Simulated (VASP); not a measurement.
Input:

```
CELL_PARAMETERS angstrom
      0.00000     1.92174     1.92174
      1.92174     0.00000     1.92174
      1.92174     1.92174     0.00000
ATOMIC_POSITIONS crystal
  Ir 0.00000 0.00000 0.00000
```

Level of theory: revPBE GGA, VASP's PBE PAW potentials (set 64) (plane waves; VASP 6.6.1). Settings: 520 eV cut-off, 16×16×16 Γ-centred mesh, first-order Methfessel-Paxton smearing of 0.10 eV, potentials Ir.

Unless said otherwise, spin-orbit coupling is left out, though it shifts the bands of the heavy elements here.

Task: What does the run give for the energy per atom (σ→0), pressure, band gap (on the k-mesh) with the smallest direct gap where there is one?

Result: 
* **band gap (on the k-mesh)**: none (metal, semimetal or under 0.01 eV)
* **energy per atom (σ→0)**: -8.294 eV/atom
* **pressure**: 11.52 GPa

Total energies compare only between runs with the same potentials, cut-off and functional.

The compound is Ir in the fcc structure. This cell is one point of a volume scan, at 0.97 of the reference volume.
